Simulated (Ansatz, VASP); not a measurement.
**GaW: VASP beside Ansatz**

```
Ga W
1.0
     4.66133    0.00000    0.00000
     0.00000    2.72058    0.00000
     0.00000    0.00000    4.90245
Ga W
2 2
Direct
  0.75000 0.00000 0.65599
  0.25000 0.00000 0.34401
  0.75000 0.50000 0.15311
  0.25000 0.50000 0.84689
```

Alike in both runs: functional PBE; k mesh 4 × 6 × 4; occupations gaussian, width 0.1 eV; no spin polarisation.

Ansatz relaxed the structure, and its values are those at the end. VASP's run is a single point on that final structure, the one shown.

```csv
,VASP,Ansatz
version,VASP 6.6.1,Ansatz 0.2.0
potentials or method,"VASP PAW PBE potentials, release 64 (Ga_d, W_sv)","scalar-relativistic, plane waves, PAW"
plane-wave cutoff (eV),520,420
valence electrons in the cell,54,54
```

```tsv
	VASP	Ansatz	Ansatz less VASP
gap on the k mesh at the Fermi level (eV)	none	none	-
pressure (GPa)	0.4	0.0	-0.38
rms of the force components (eV/Å)	0.001	0.004	+0.0027
```

A gap of «none» marks a metal or a gap that the smearing closes. The functional is the same, so the differences come from potentials, cutoffs and numerics.

Caveats: the k mesh is coarse (spacing up to 0.38 Å⁻¹), so the values aren't converged. The runs have no spin-orbit coupling, so splittings on W are missing.
